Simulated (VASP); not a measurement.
Data:

```xyz
4
Lattice="3.3723 0.0000 0.0000 -1.6861 2.9205 0.0000 0.0000 0.0000 6.4442" Properties=species:S:1:pos:R:3 pbc="T T T"
Sn     0.0000     0.0000     0.0000
Sn     0.0000     0.0000     3.2221
O      0.0000     1.9470     1.6111
O      1.6861     0.9735     4.8332
```

Level of theory: PBEsol GGA, VASP's PBE PAW potentials (set 64) (plane waves; VASP). Run with 620 eV cut-off, 10×10×5 Γ-centred mesh, first-order Methfessel-Paxton smearing of 0.10 eV, potentials Sn_d O.

Energy and stress use the plane-wave basis of the starting cell.

Task: The ions, cell shape and volume at an external pressure of 5.0 GPa are relaxed. Give the cell that the relaxation ends in.

Result: 
```xyz
4
Lattice="3.2575 0.0000 0.0000 -1.6287 2.8210 0.0000 0.0000 0.0000 6.5045" Properties=species:S:1:pos:R:3 pbc="T T T"
Sn     0.0000     0.0000     0.0000
Sn     0.0000     0.0000     3.2523
O      0.0000     1.8807     1.6261
O      1.6287     0.9403     4.8784
```
Space group P6_3/mmc (194), at a tolerance of 0.03 Å.

Task: How do energy and volume change from the first to the last step?

Result: The energy (σ→0) changes by +14.2 meV/atom and the volume by -5.8 %, in 9 ionic steps.

| step | E(σ→0) (eV) | max force (eV/Å) | pressure (GPa) | volume (Å³) |
|---|---|---|---|---|
| 1 | -22.1397 | 0.000 | -0.05 | 63.47 |
| 2 | -22.0226 | 0.000 | 9.07 | 58.98 |
| 3 | -22.1003 | 0.000 | 4.95 | 60.77 |
| 4 | -22.0995 | 0.000 | 5.01 | 60.60 |
| 5 | -22.0915 | 0.000 | 4.81 | 60.07 |
| 6 | -22.0846 | 0.000 | 4.68 | 59.84 |
| 7 | -22.0873 | 0.000 | 4.74 | 59.92 |
| 8 | -22.0755 | 0.000 | 5.46 | 59.55 |
| 9 | -22.0828 | 0.000 | 5.01 | 59.77 |

The structure was generated: SnO was put into the NiAs type type (P6_3/mmc), which need not be its known phase. This run relaxes it under an external pressure of 5 GPa. Symmetry was kept, so distortions that lower it aren't found.
